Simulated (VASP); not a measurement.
```
BiB
1.0
    3.34641     0.00000     0.00000
   -1.67320     2.89807     0.00000
    0.00000     0.00000     5.97357
B Bi
2 2
Cartesian
  0.00000   0.00000   0.00000
  0.00000   0.00000   2.98679
  0.00000   1.93205   1.49339
  1.67321   0.96602   4.48018
```

Level of theory: PBEsol GGA, VASP's PBE PAW potentials (set 64) (plane waves; VASP). Numerical set-up: 620 eV cut-off, 11×11×5 Γ-centred mesh, first-order Methfessel-Paxton smearing of 0.10 eV, potentials B Bi_d.

Problem. The ions, cell shape and volume at an external pressure of 30.0 GPa are relaxed. Give the cell that the relaxation ends in.

Solution. 
```
BiB
1.0
    3.38331     0.00000     0.00000
   -1.69165     2.93002     0.00000
    0.00000     0.00000     5.86541
B Bi
2 2
Direct
  0.00000   0.00000   0.00000
  0.00000   0.00000   0.50000
  0.33333   0.66667   0.25000
  0.66667   0.33333   0.75000
```
Space group P6_3/mmc (194), at a tolerance of 0.03 Å.

Problem. How do energy and volume change from the first to the last step?

Solution. The energy (σ→0) changes by -11.2 meV/atom and the volume by +0.4 %, in 14 ionic steps.

```tsv
step	E(σ→0) (eV)	max force (eV/Å)	pressure (GPa)	volume (Å³)
1	-16.6806	0.000	30.64	57.93
2	-16.7715	0.000	28.95	58.42
3	-16.7373	0.000	29.58	58.23
4	-16.7132	0.000	30.01	58.10
5	-16.6892	0.000	30.44	57.97
6	-16.6396	0.000	31.49	57.70
7	-16.6667	0.000	30.93	57.84
8	-16.6527	0.000	31.24	57.77
9	-16.6533	0.000	31.23	57.77
10	-16.6549	0.000	31.29	57.78
11	-16.6653	0.000	31.11	57.83
12	-16.6964	0.000	30.60	57.99
13	-16.7570	0.000	29.32	58.32
14	-16.7254	0.000	29.95	58.14
```

The structure was generated: BBi was put into the NiAs type type (P6_3/mmc), which need not be its known phase. This run relaxes it under an external pressure of 30 GPa. Symmetry was kept, so distortions that lower it aren't found.
